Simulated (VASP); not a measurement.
Wanted: the native input for a VASP 6.6.1 run.

```
Task                   : relaxation of cell and atoms
Functional             : PBE
Potentials or basis    : VASP PAW PBE potentials, release 64 (Mg, Cd, S)
Cutoff                 : 520 eV
k mesh                 : 8 × 8 × 8
Occupations            : gaussian, width 0.03 eV
Spin                   : no spin polarisation
Further INCAR settings : ALGO = Normal; EDIFF = 1e-07; IBRION = 2; POTIM = 0.3; EDIFFG = -0.005; NSW = 60; ISIF = 3
```

The structure of MgCd2S3 lies in POSCAR:

```
MgCd2S3                                 
1.0
   -2.0726451052      2.0726451052      8.7544881701
    2.0726451052     -2.0726451052      8.7544881701
    2.0726451052      2.0726451052     -8.7544881701
  Mg              Cd              S             
     1     2     3
Direct
     0.0000000000000000    0.0000000000000000    0.0000000000000000
     0.6637299643055463    0.6637299643055463    0.0000000000000000
     0.3362700356944537    0.3362700356944537    1.0000000000000000
     0.9228216004890077    0.4228216004890150    0.5000000000000000
     0.5771783995109923    0.0771783995109850    0.5000000000000000
     0.2500000000000000    0.7500000000000000    0.5000000000000000
```

The cell was built by a generator and needn't be a form met in nature.

One way to write it, as run:

INCAR

```
SYSTEM = MgCd2S3
ALGO     = Normal         ! electronic algorithm
EDIFF    = 1E-7           ! SCF threshold, eV
EDIFFG   = -0.005         ! ionic threshold
ENCUT    = 520            ! plane-wave cutoff, eV
GGA      = PE             ! functional
IBRION   = 2              ! ionic algorithm
ISIF     = 3              ! what is computed and relaxed
ISMEAR   = 0              ! smearing method
KPAR     = 4            
LASPH    = .True.         ! aspherical terms in the spheres
LCHARG   = .False.        ! write CHGCAR
LREAL    = .False.        ! projectors in reciprocal space
LWAVE    = .False.        ! write WAVECAR
NELM     = 120            ! most SCF steps
NSW      = 60             ! ionic steps
POTIM    = 0.3            ! step
PREC     = Accurate       ! precision mode
SIGMA    = 0.03           ! smearing width, eV
```

KPOINTS

```
k-points
0
Gamma
  8 8 8
  0 0 0
```

Potentials or basis: VASP PAW PBE potentials, release 64 (Mg, Cd, S).

Command:

```sh
$ cat potpaw_PBE.64/Mg/POTCAR potpaw_PBE.64/Cd/POTCAR potpaw_PBE.64/S/POTCAR > POTCAR
$ mpirun -np 4 vasp_std > vasp.out
```

Results of the run:

```
Energy gained by relaxing    : 0.0 meV/atom
Ionic steps                  : 2
Pressure after relaxing      : 0.0 GPa
Largest force after relaxing : 0.005 eV/Å
Band gap on the k mesh       : 1.65 eV, direct
```

Wall time 4.5 min on 4 MPI ranks on Intel(R) Xeon(R) Platinum 8488C (Sapphire Rapids) (shared host), peak memory 0.87 GiB a rank.
